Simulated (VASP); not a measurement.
```xyz
12
Lattice="5.1088 0.0000 0.0000 0.0000 5.1088 0.0000 0.0000 0.0000 5.1088" Properties=species:S:1:pos:R:3 pbc="T T T"
Sn     0.0000     2.5544     2.5544
Sn     2.5544     2.5544     5.1088
Sn     2.5544     0.0000     2.5544
Sn     0.0000     0.0000     5.1088
O      1.7343     0.8201     4.2887
O      3.3745     4.2887     0.8201
O      0.8201     4.2887     1.7343
O      4.2887     0.8201     3.3745
O      4.2887     1.7343     0.8201
O      0.8201     3.3745     4.2887
O      3.3745     3.3745     3.3745
O      1.7343     1.7343     1.7343
```

The numbers are results of r2SCAN meta-GGA, VASP's PBE PAW potentials (set 64) (plane waves; VASP), not measurements. Numerical set-up: 520 eV cut-off, 5×5×5 Γ-centred mesh, tetrahedra with Blöchl corrections, potentials Sn_d O.

The cores are frozen, which limits the accuracy of field gradients.

**Question.** Give the principal components of the electric field gradient (V/Å²) and the asymmetry η at each nucleus.

**Answer.** 
| atom | Vxx | Vyy | Vzz | η |
|---|---|---|---|---|
| Sn1 | -48.1 | -48.1 | 96.3 | 0.00 |
| Sn2 | -48.1 | -48.1 | 96.3 | 0.00 |
| Sn3 | -48.1 | -48.1 | 96.3 | 0.00 |
| Sn4 | -48.1 | -48.1 | 96.3 | 0.00 |
| O5 | 53.5 | 53.5 | -107.1 | 0.00 |
| O6 | 53.5 | 53.5 | -107.1 | 0.00 |
| O7 | 53.5 | 53.5 | -107.1 | 0.00 |
| O8 | 53.5 | 53.5 | -107.1 | 0.00 |
| O9 | 53.5 | 53.5 | -107.1 | 0.00 |
| O10 | 53.5 | 53.5 | -107.1 | 0.00 |
| O11 | 53.5 | 53.5 | -107.1 | 0.00 |
| O12 | 53.5 | 53.5 | -107.1 | 0.00 |

The structure comes from a computed database's SnO2 entry (Pa-3); how it stands against other phases isn't given here. It was relaxed first.
